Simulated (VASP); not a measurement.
OSZICAR of a VASP run on PtSe₂ (1T layered):

### OSZICAR
```
       N       E                     dE             d eps       ncg     rms          rms(c)
DAV:   1     0.124273431849E+03    0.12427E+03   -0.97303E+03   510   0.125E+03
DAV:   2    -0.909572872821E+01   -0.13337E+03   -0.13024E+03   643   0.229E+02
DAV:   3    -0.150841144345E+02   -0.59884E+01   -0.59561E+01   650   0.539E+01
DAV:   4    -0.151504651153E+02   -0.66351E-01   -0.66300E-01   622   0.596E+00
DAV:   5    -0.151514244640E+02   -0.95935E-03   -0.95931E-03   672   0.697E-01    0.121E+01
DAV:   6    -0.145191468472E+02    0.63228E+00   -0.51234E+00   517   0.227E+01    0.694E+00
DAV:   7    -0.143228870554E+02    0.19626E+00   -0.96766E-01   517   0.105E+01    0.350E+00
DAV:   8    -0.143048459298E+02    0.18041E-01   -0.72774E-02   650   0.192E+00    0.793E-01
DAV:   9    -0.143008229873E+02    0.40229E-02   -0.13082E-02   566   0.125E+00    0.200E-01
DAV:  10    -0.143011469931E+02   -0.32401E-03   -0.20039E-03   587   0.322E-01    0.583E-02
DAV:  11    -0.143011651060E+02   -0.18113E-04   -0.70945E-05   678   0.831E-02    0.259E-02
DAV:  12    -0.143011753912E+02   -0.10285E-04   -0.30588E-05   552   0.421E-02    0.298E-03
DAV:  13    -0.143011760506E+02   -0.65948E-06   -0.15842E-06   550   0.941E-03
   1 F= -.14301176E+02 E0= -.14301176E+02  d E =-.143012E+02
```

Problem. Which electronic solver shows in the log?

Solution. It is blocked Davidson (ALGO = Normal, or the opening steps of other solvers). The INCAR had ALGO = Normal.

Problem. Can the final energy be trusted as converged?

Solution. The run converged. It stopped with EDIFF = 1E-6, NELM = 100, NSW = 60 and EDIFFG = -0.02 after 1 ionic step (PBE GGA, plane waves, VASP's PBE PAW potentials (set 64)). Without a dispersion term in the relaxation, distances and binding between the weakly bound layers, chains or molecules are unreliable, and so is what depends on them.

The compound is PtSe2 in the 1T layered structure. It was relaxed first, which changed the volume by +28 %. The start is the result of an earlier pass.
